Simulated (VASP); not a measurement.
A VASP calculation is set up with these files.

KPOINTS:
```
Automatic mesh
0
Gamma
8 8 8
0 0 0
```

**POSCAR**
```
YS
1.0
  0.0000000000   3.4063670000   3.4063670000
  3.4063670000   0.0000000000   3.4063670000
  3.4063670000   3.4063670000   0.0000000000
Y S
1 1
Direct
  0.0000000000   0.0000000000   0.0000000000
  0.2500000000   0.2500000000   0.2500000000
```

**INCAR**
```
SYSTEM = YS
PREC = Accurate
ENCUT = 400
EDIFF = 1E-6
NELM = 100
ALGO = Normal
LREAL = .FALSE.
LASPH = .TRUE.
ISMEAR = 1
SIGMA = 0.1
GGA = PS
LMAXMIX = 4
LWAVE = .FALSE.
LCHARG = .FALSE.
IBRION = 2
ISIF = 3
NSW = 60
EDIFFG = -0.01
```

POTCAR, in this order: Y_sv S (PBE.64 set). Program: vasp_std.

Problem. Write an equivalent input for Ansatz.

Solution. One equivalent input (not run):
Ansatz 0.2 input:
```yaml
crystal:
  lattice:
    - [0.0000000, 3.4063670, 3.4063670]
    - [3.4063670, 0.0000000, 3.4063670]
    - [3.4063670, 3.4063670, 0.0000000]
  atoms:
    - { symbol: Y, position: [0.0000000, 0.0000000, 0.0000000] }
    - { symbol: S, position: [0.2500000, 0.2500000, 0.2500000] }
kpoints:
  mp_grid: { grid: [8, 8, 8] }
hamiltonian:
  xc: pbesol
  pseudopotentials: { kind: paw }
scf:
  occupations: { method: methfessel_paxton, width: 0.1 }
  max_iter: 100
relax:
  max_steps: 60
  f_tol: 0.01
  cell: {}
output: { forces: true, stress: true, eigenvalues: true }
```
The two are equivalent in intent, not identical: each code has its own PAW files, so the cut-off isn't converted (ENCUT is set for VASP's; basis.ecutwfc is left out, and Ansatz then takes the one that its files recommend); Ansatz stops its SCF on the density residual and VASP on the energy change (EDIFF).

The structure was generated: YS was put into the zinc blende type (F-43m), which need not be its known phase. This run relaxes it. Symmetry was kept, so distortions that lower it aren't found.
